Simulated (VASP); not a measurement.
VASP runs on Nb$_{2}$Si (space group P6_3/mmc) share one base input (PBE GGA, plane waves, VASP's PBE PAW potentials (set 64)) and change the settings named in each case.

KPOINTS:
```
Automatic mesh
0
Gamma
6 6 5
0 0 0
```

POSCAR:
```
Nb2Si
1.0
  4.2352250000   0.0000000000   0.0000000000
 -2.1176120000   3.6678120000   0.0000000000
  0.0000000000   0.0000000000   5.1893130000
Si Nb
2 4
Cart
 -0.0000017843   2.4452092226   1.2973282500
  2.1176147843   1.2226027774   3.8919847500
  0.0000000000   0.0000000000   0.0000000000
  0.0000000000   0.0000000000   2.5946565000
 -0.0000017843   2.4452092226   3.8919847500
  2.1176147843   1.2226027774   1.2973282500
```

INCAR:
```
ALGO=Normal
EDIFF=1E-6
ENCUT=300
GGA=PE
ISIF=2
ISMEAR=0
LASPH=T
LCHARG=F
LMAXMIX=4
LREAL=F
LWAVE=F
NELM=100
PREC=Accurate
SIGMA=0.272
SYSTEM=Nb2Si
```

POTCAR, in this order: Si Nb_sv (PBE.64 set). Program: vasp_std.

| change | E(σ→0) (eV/atom) | pressure (GPa) | −TS (eV) |
|---|---|---|---|
| base run | -8.5187 | 52.56 | -0.1740 |
| GGA removed, POTCAR Si Nb_sv (LDA.64 set) | -9.5924 | … | … |
| GGA_COMPAT = .FALSE., LNONCOLLINEAR = .TRUE., LSORBIT = .TRUE., MAGMOM = 0.0 0.0 0.0 0.0 0.0 0.0 0.0 0.0 0.0 0.0 0.0 0.0 0.0 0.0 0.0 0.0 0.0 0.0, program vasp_ncl | -8.5768 | 52.53 | -0.1734 |
| KPOINTS 3×3×2 Γ-centred mesh | -8.3851 | 55.47 | -0.2456 |

Question: What belongs in the gaps?

Answer: 
- GGA removed, POTCAR Si Nb_sv (LDA.64 set), pressure (GPa): 40.64
- GGA removed, POTCAR Si Nb_sv (LDA.64 set), −TS (eV): -0.1741

Energies of different potentials or functionals have different zeros.  At 300 eV the pressure can carry a Pulay error.

Left out are runs that ran out of time, are held back, or changed the cell or the kind of run, fixed moments of cells without a moment, rows past the twelfth, gaps on odd meshes, pressures of charged cells and columns that move by less than the noise.

The structure was generated: Nb2Si was put into an ordered model structure, which need not be its known phase. The cell was not relaxed at this level, its lattice was scaled by up to 2.5 %.
